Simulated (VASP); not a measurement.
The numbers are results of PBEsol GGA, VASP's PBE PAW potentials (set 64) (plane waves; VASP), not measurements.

VASP ran on this input.

**INCAR**
```
# general
SYSTEM  = KI
PREC    = Accurate
ENCUT   = 480
LREAL   = .FALSE.   # projection in real space or not
LASPH   = .TRUE.

# electronic loop
EDIFF   = 1E-7   # SCF stop (eV)
NELM    = 100   # most electronic steps
ALGO    = Normal   # blocked Davidson
LMAXMIX = 4   # l cut-off of mixed one-centre charges

# smearing
ISMEAR  = 0   # Gaussian
SIGMA   = 0.05   # width (eV)

# functional
GGA     = PS   # PBEsol

# ions
ISIF    = 2   # forces and stress, cell fixed

# output
LWAVE   = .FALSE.
LCHARG  = .FALSE.
```

**POSCAR**
```
KI
1
   -0.0702024243     3.5101212151     3.5101212151
    3.5101212151    -0.0702024243     3.5101212151
    3.4399187908     3.4399187908     0.0000000000
K I
1 1
Direct
  0.0000000000   0.0000000000   0.0000000000
  0.5000000000   0.5000000000   0.5000000000
```

File KPOINTS:
```
Automatic mesh
0
Gamma
6 6 6
```

POTCAR, in this order: K_sv I (PBE.64 set). Program: vasp_std.

Unless said otherwise, spin-orbit coupling is left out, though it shifts the bands of the heavy elements here.

**Question.** What does the run give for the energy per atom (σ→0), band gap (on the k-mesh)?

**Answer.** 
| Item | Result |
|---|---|
| energy per atom (σ→0) | -2.907 eV/atom |
| band gap (on the k-mesh) | 3.80 eV |

OSZICAR:
```
...
DAV:   9    -0.581420366836E+01    0.11424E-03   -0.58479E-04  1428   0.167E-01    0.102E-01
DAV:  10    -0.581449811039E+01   -0.29444E-03   -0.49540E-04  1316   0.131E-01    0.879E-02
DAV:  11    -0.581449702034E+01    0.10901E-05   -0.55279E-05  1444   0.474E-02    0.148E-02
DAV:  12    -0.581449779324E+01   -0.77291E-06   -0.45937E-06  1392   0.215E-02    0.126E-02
DAV:  13    -0.581449847093E+01   -0.67769E-06   -0.87302E-07  1400   0.900E-03    0.440E-03
DAV:  14    -0.581449862214E+01   -0.15120E-06   -0.19064E-07  1328   0.352E-03    0.784E-04
DAV:  15    -0.581449862387E+01   -0.17360E-08   -0.10842E-08   916   0.958E-04
   1 F= -.58144986E+01 E0= -.58144986E+01  d E =-.258133E-13
```

The compound is KI in the rock salt structure. This cell was strained or had an atom moved on purpose.
